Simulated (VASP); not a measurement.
VASP ran on this input.

**KPOINTS**
```
Automatic mesh
0
Gamma
10 10 6
0 0 0
```

File POSCAR:
```
Te
1
    2.1149039001    -3.6631207414     0.0000000000
    2.1149039001     3.6631207414     0.0000000000
    0.0000000000     0.0000000000     5.8360639301
Te
3
Direct
  0.0000000000   0.2842817063   0.6666670000
  0.7157182937   0.7157182937   0.0000000000
  0.2842817063   0.0000000000   0.3333330000
```

**INCAR**
```
! general
SYSTEM  = Te
PREC    = Accurate
ENCUT   = 520   ! plane-wave cut-off (eV)
LREAL   = .False.   ! projection in real space or not
LASPH   = .True.   ! aspherical one-centre terms

! electronic loop
EDIFF   = 1E-7   ! SCF stop (eV)
NELM    = 100
ALGO    = Normal
LMAXMIX = 4

! smearing
ISMEAR  = 1   ! Methfessel-Paxton
SIGMA   = 0.1

! functional
GGA     = PS   ! PBEsol

! ions
IBRION  = 2   ! conjugate gradients
NSW     = 30
ISIF    = 4   ! ions and shape, fixed volume
EDIFFG  = -0.01

! output
LWAVE   = .False.
LCHARG  = .False.
```

POTCAR, in this order: Te (PBE.64 set). Program: vasp_std.

Q: Write an equivalent input for Quantum ESPRESSO's pw.x.

A: One equivalent input (not run):
```
&CONTROL
  calculation = 'vc-relax'
  pseudo_dir = './pseudo'
  outdir = './out'
  tprnfor = .true.
  tstress = .true.
  nstep = 30
  forc_conv_thr = 0.00039
/
&SYSTEM
  ibrav = 0
  nat = 3
  ntyp = 1
  ecutwfc = 82.3
  occupations = 'smearing'
  smearing = 'methfessel-paxton'
  degauss = 0.00735
  input_dft = 'pbesol'
/
&ELECTRONS
  conv_thr = 7.3e-09
  electron_maxstep = 100
/
&IONS
/
&CELL
  cell_dofree = 'shape'
/
ATOMIC_SPECIES
  Te 127.600 Te.upf
CELL_PARAMETERS angstrom
     2.1149039   -3.6631207    0.0000000
     2.1149039    3.6631207    0.0000000
     0.0000000    0.0000000    5.8360639
ATOMIC_POSITIONS crystal
  Te   0.0000000  0.2842817  0.6666670
  Te   0.7157183  0.7157183  0.0000000
  Te   0.2842817  0.0000000  0.3333330
K_POINTS automatic
  10 10 6 0 0 0
```
Limits of the translation: the potentials are each code's own (VASP's PAW set, PseudoDojo norm-conserving files in pw.x), so ENCUT and ecutwfc are chosen apart and not converted; conv_thr bounds pw.x's estimated SCF error, while EDIFF bounds the energy change between steps; forc_conv_thr acts on force components and is met together with etot_conv_thr.

The compound is Te in the trig structure. This cell is one point of a volume scan, at 0.94 of the reference volume. Symmetry was kept, so distortions that lower it aren't found.
